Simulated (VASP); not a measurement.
An input for Ansatz (written as the equivalent of a VASP run, and not itself run):

Ansatz 0.2 input:
```yaml
crystal:
  lattice:
    - [0.0000000, 3.5564780, 3.5564780]
    - [3.5564780, 0.0000000, 3.5564780]
    - [3.5564780, 3.5564780, 0.0000000]
  atoms:
    - { symbol: Sc, position: [0.0000000, 0.0000000, 0.0000000] }
    - { symbol: Te, position: [0.2500000, 0.2500000, 0.2500000] }
kpoints:
  mp_grid: { grid: [8, 8, 8] }
hamiltonian:
  xc: pbesol
  pseudopotentials: { kind: paw }
scf:
  occupations: { method: methfessel_paxton, width: 0.1 }
  max_iter: 100
relax:
  max_steps: 60
  f_tol: 0.01
  cell: {}
output: { forces: true, stress: true, eigenvalues: true }
```

Translate this input to VASP (INCAR, KPOINTS, POSCAR, choice of POTCAR).

One answer among several that fit: 
INCAR:
```
SYSTEM = ScTe
PREC = Accurate
ENCUT = 400
EDIFF = 1E-6
NELM = 100
ALGO = Normal
LREAL = .FALSE.
LASPH = .TRUE.
ISMEAR = 1
SIGMA = 0.1
GGA = PS
LMAXMIX = 4
LWAVE = .FALSE.
LCHARG = .FALSE.
IBRION = 2
ISIF = 3
NSW = 60
EDIFFG = -0.01
```

KPOINTS:
```
K-points
0
G
8 8 8
```

### POSCAR
```
ScTe
1
    0.0000000000     3.5564780000     3.5564780000
    3.5564780000     0.0000000000     3.5564780000
    3.5564780000     3.5564780000     0.0000000000
Sc Te
1 1
Direct
  0.0000000000   0.0000000000   0.0000000000
  0.2500000000   0.2500000000   0.2500000000
```

POTCAR, in this order: Sc_sv Te (PBE.64 set). Program: vasp_std.

The two are equivalent in intent, not identical: each code has its own PAW files, so the cut-off isn't converted (ENCUT is set for VASP's; basis.ecutwfc is left out, and Ansatz then takes the one that its files recommend); Ansatz stops its SCF on the density residual and VASP on the energy change (EDIFF).

The structure was generated: ScTe was put into the zinc blende type (F-43m), which need not be its known phase. This run relaxes it. Symmetry was kept, so distortions that lower it aren't found.
